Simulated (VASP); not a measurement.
An input for Ansatz (written as the equivalent of a VASP run, and not itself run):

Ansatz 0.2 input:
```yaml
crystal:
  lattice:
    - [4.8456350, 0.0000000, 0.0000000]
    - [0.0000000, 4.8456350, 0.0000000]
    - [0.0000000, 0.0000000, 3.2805017]
  atoms:
    - { symbol: Mn, position: [0.0000000, 0.0000000, 0.0000000], spin: 4.5 }
    - { symbol: Mn, position: [0.5000000, 0.5000000, 0.5000000], spin: -4.5 }
    - { symbol: F, position: [0.3035985, 0.3035985, 0.0000000] }
    - { symbol: F, position: [0.8035985, 0.1964015, 0.5000000] }
    - { symbol: F, position: [0.1964015, 0.8035985, 0.5000000] }
    - { symbol: F, position: [0.6964015, 0.6964015, 0.0000000] }
kpoints:
  mp_grid: { grid: [5, 5, 7] }
hamiltonian:
  xc: pbesol
  pseudopotentials: { kind: paw }
magnetization: { spin_polarized: true }
scf:
  occupations: { method: gaussian, width: 0.05 }
  max_iter: 100
relax:
  max_steps: 40
  f_tol: 0.02
  cell: {}
output: { forces: true, stress: true, eigenvalues: true }
```

**Question.** Translate this input to VASP (INCAR, KPOINTS, POSCAR, choice of POTCAR).

**Answer.** Several could match; the one computed here: 
**KPOINTS**
```
Automatic
0
Gamma
 5 5 7
0 0 0
```

File POSCAR:
```
MnF2
1
    4.8456350247     0.0000000000     0.0000000000
    0.0000000000     4.8456350247     0.0000000000
    0.0000000000     0.0000000000     3.2805016993
Mn F
2 4
Direct
  0.0000000000   0.0000000000   0.0000000000
  0.5000000000   0.5000000000   0.5000000000
  0.3035984944   0.3035984944   0.0000000000
  0.8035984944   0.1964015056   0.5000000000
  0.1964015056   0.8035984944   0.5000000000
  0.6964015056   0.6964015056   0.0000000000
```

**INCAR**
```
SYSTEM  =  MnF2
EDIFFG  =  -0.02
SIGMA  =  0.05
PREC  =  Accurate
GGA  =  PS   # PBEsol
ENCUT  =  620   # plane-wave cut-off (eV)
EDIFF  =  1E-6
NELM  =  100
LCHARG  =  .FALSE.
MAGMOM  =  4.5 -4.5 -0.0 2*0.0 -0.0
LREAL  =  .FALSE.   # projection in real space or not
ISMEAR  =  0
LMAXMIX  =  4   # l cut-off of mixed one-centre charges
ISIF  =  3
IBRION  =  2   # conjugate gradients
NSW  =  40   # most ionic steps
LWAVE  =  .FALSE.
ISPIN  =  2
LORBIT  =  10
LASPH  =  .TRUE.   # aspherical one-centre terms
ALGO  =  Normal   # blocked Davidson
```

POTCAR, in this order: Mn_pv F (PBE.64 set). Program: vasp_std.

Limits of the translation: each code has its own PAW files, so the cut-off isn't converted (ENCUT is set for VASP's; basis.ecutwfc is left out, and Ansatz then takes the one that its files recommend); Ansatz stops its SCF on the density residual and VASP on the energy change (EDIFF).

The compound is MnF2 in the rutile structure. It was relaxed first.
